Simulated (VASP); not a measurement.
A convergence study with VASP on CsPbCl₃: one setting is varied, all else stays as given below, so the limit is that of these other settings.

```
CELL_PARAMETERS angstrom
      5.63805     0.00000     0.00000
      0.00000     5.63805     0.00000
      0.00000     0.00000    22.45699
ATOMIC_POSITIONS crystal
  Cs 0.00000 0.00000 0.43724
  Cs 0.00000 0.00000 0.68829
  Pb 0.50000 0.50000 0.31171
  Pb 0.50000 0.50000 0.56277
  Cl 0.50000 0.00000 0.31171
  Cl 0.00000 0.50000 0.31171
  Cl 0.50000 0.50000 0.43724
  Cl 0.50000 0.00000 0.56277
  Cl 0.00000 0.50000 0.56277
  Cl 0.50000 0.50000 0.68829
```

These are PBE GGA, VASP's PBE PAW potentials (set 64) (plane waves; VASP) values and carry that method's errors. The tightest run used: 600 eV cut-off, 4×4×1 Γ-centred mesh, Fermi-Dirac smearing of 0.050 eV, potentials Cs_sv Pb_d Cl.

Unless said otherwise, spin-orbit coupling is left out, though it shifts the bands of the heavy elements here. Gaps are read on the run's mesh, which can miss a band edge.

The settings run are ENCUT = 150; ENCUT = 180; ENCUT = 210; ENCUT = 255; ENCUT = 360; ENCUT = 450; ENCUT = 600. From which on does the energy per atom stay within 0.002 eV/atom of the tightest run?

From ENCUT = 360 on: it is off by 0.0004 there and by no more than 0.002 in any finer run, while ENCUT = 255 is off by 0.0031.
```json
[
 {"setting": "ENCUT = 150", "E (eV/atom)": "-2.3276", "largest force (eV/Å)": "0.615", "gap on the mesh (eV)": "2.486", "plane waves": "2996", "difference judged (eV/atom)": "1.1205"},
 {"setting": "ENCUT = 180", "E (eV/atom)": "-3.3300", "largest force (eV/Å)": "0.606", "gap on the mesh (eV)": "2.439", "plane waves": "3936", "difference judged (eV/atom)": "0.1181"},
 {"setting": "ENCUT = 210", "E (eV/atom)": "-3.4397", "largest force (eV/Å)": "0.630", "gap on the mesh (eV)": "2.420", "plane waves": "4967", "difference judged (eV/atom)": "0.0084"},
 {"setting": "ENCUT = 255", "E (eV/atom)": "-3.4450", "largest force (eV/Å)": "0.627", "gap on the mesh (eV)": "2.429", "plane waves": "6638", "difference judged (eV/atom)": "0.0031"},
 {"setting": "ENCUT = 360", "E (eV/atom)": "-3.4477", "largest force (eV/Å)": "0.627", "gap on the mesh (eV)": "2.427", "plane waves": "11101", "difference judged (eV/atom)": "0.0004"},
 {"setting": "ENCUT = 450", "E (eV/atom)": "-3.4478", "largest force (eV/Å)": "0.627", "gap on the mesh (eV)": "2.427", "plane waves": "15504", "difference judged (eV/atom)": "0.0002"},
 {"setting": "ENCUT = 600", "E (eV/atom)": "-3.4481", "largest force (eV/Å)": "0.627", "gap on the mesh (eV)": "2.428", "plane waves": "23849", "difference judged (eV/atom)": "0.0000"}
]
```

Left out are rungs that failed or repeat a setting and relaxations that didn't move; long series are thinned to 24 rows.

The cell is a sheet or thin cut with vacuum, built from a generated structure.
